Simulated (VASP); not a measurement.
Given:

```xyz
4
Lattice="1.2206 -2.1142 0.0000 1.2206 2.1142 0.0000 0.0000 0.0000 6.6426" Properties=species:S:1:pos:R:3 pbc="T T T"
C      0.0000     0.0000     1.6607
C      0.0000     0.0000     4.9820
C      1.2206     0.7047     1.6607
C      1.2206    -0.7047     4.9820
```

All values below come from PBE GGA with D3 dispersion (Becke-Johnson damping), VASP's PBE PAW potentials (set 64) (plane waves; VASP 6.6.1). Numerical set-up: 520 eV cut-off, 10×10×4 Γ-centred mesh, Gaussian smearing of 0.050 eV, potentials C.

Question: The ions and cell shape at fixed volume are relaxed. Predict the relaxed structure.

Answer: 
```xyz
4
Lattice="1.2317 -2.1333 0.0000 1.2317 2.1333 0.0000 0.0000 0.0000 6.5239" Properties=species:S:1:pos:R:3 pbc="T T T"
C      0.0000     0.0000     1.6310
C      0.0000     0.0000     4.8929
C      1.2317     0.7111     1.6310
C      1.2317    -0.7111     4.8929
```
Space group P6_3/mmc (194), at a tolerance of 0.03 Å.

Question: How much energy does the relaxation gain?

Answer: The energy (σ→0) changes by -6.5 meV/atom, in 3 ionic steps.

```csv
step,E(σ→0) (eV),max force (eV/Å),pressure (GPa),volume (Å³)
1,-37.4442,0.000,9.59,34.28
2,-37.4678,0.000,-0.90,34.28
3,-37.4701,0.000,1.44,34.28
```

The compound is C in the graphite structure. This cell is one point of a volume scan, at 0.97 of the reference volume. Symmetry was kept, so distortions that lower it aren't found.
